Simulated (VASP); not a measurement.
Input:

```
CELL_PARAMETERS angstrom
      3.50506     0.00000     0.00000
      0.00000     3.59496     0.00000
      0.00000     0.00000     3.60590
ATOMIC_POSITIONS crystal
  Si 0.00000 0.00000 0.00000
  Ni 0.00000 0.50000 0.50000
  Ni 0.50000 0.00000 0.50000
  Ni 0.52355 0.50000 0.00000
```

These are PBE GGA + U (Dudarev), VASP's PBE PAW potentials (set 64) (plane waves; VASP) values and carry that method's errors. Settings: 400 eV cut-off, 8×8×8 Γ-centred mesh, first-order Methfessel-Paxton smearing of 0.10 eV, potentials Si Ni, U − J: Ni 2.00 eV.

**Question.** Which forces act on the atoms, in eV/Å?

**Answer.** 
| atom | Fx | Fy | Fz |
|---|---|---|---|
| Si1 | 0.144 | 0.000 | 0.000 |
| Ni2 | 0.403 | 0.000 | 0.000 |
| Ni3 | -0.030 | 0.000 | 0.000 |
| Ni4 | -0.517 | 0.000 | 0.000 |

**Question.** Give the stress tensor in GPa (positive for a compressed cell).

**Answer.** 
```
-11.63    0.00    0.00
  0.00  -14.54    0.00
  0.00    0.00  -14.71
```
The pressure is its mean diagonal, -13.63 GPa.

The compound is Ni3Si in the L1_2 structure. The cell was not relaxed at this level, atoms are displaced from their ideal sites. The run is one of a series of settings (LDAU = .TRUE., LDAUJ = 0 0, LDAUL = -1 2, LDAUTYPE = 2, LDAUU = 0 2.0 against the base run), some of them coarse on purpose. The run is not spin-polarised, so no magnetic state was tried.
